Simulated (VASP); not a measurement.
MgH$_{2}$ (rutile): the band gap from VASP (plane waves, PAW) at several levels of theory. Gaps are without spin-orbit coupling. Each level names its cell: its own relaxed one, PBE's, or the starting one. A gap is the smallest over the k-mesh and a band path; hybrids may have named points in place of the path, and GW has the mesh alone.

```json
[
 {"level": "LDA (own cell)", "band gap (eV)": "3.42"},
 {"level": "PBE (own cell)", "band gap (eV)": "3.73"},
 {"level": "PBEsol (own cell)", "band gap (eV)": "3.52"}
]
```

The cell of the LDA (own cell) run:

```
CELL_PARAMETERS angstrom
      4.41382     0.00000     0.00000
      0.00000     4.41382     0.00000
      0.00000     0.00000     2.96608
ATOMIC_POSITIONS crystal
  Mg 0.00000 0.00000 0.00000
  Mg 0.50000 0.50000 0.50000
  H  0.30395 0.30395 0.00000
  H  0.80395 0.19605 0.50000
  H  0.19605 0.80395 0.50000
  H  0.69605 0.69605 0.00000
```

Only levels that ran to the end are used. Left out are those held back, those with too coarse a band path, GW runs whose mesh misses a band edge, hybrids' fits of cells that aren't cubic and levels without matching references; a question may draw on a part of the rest.

The compound is MgH2 in the rutile structure.
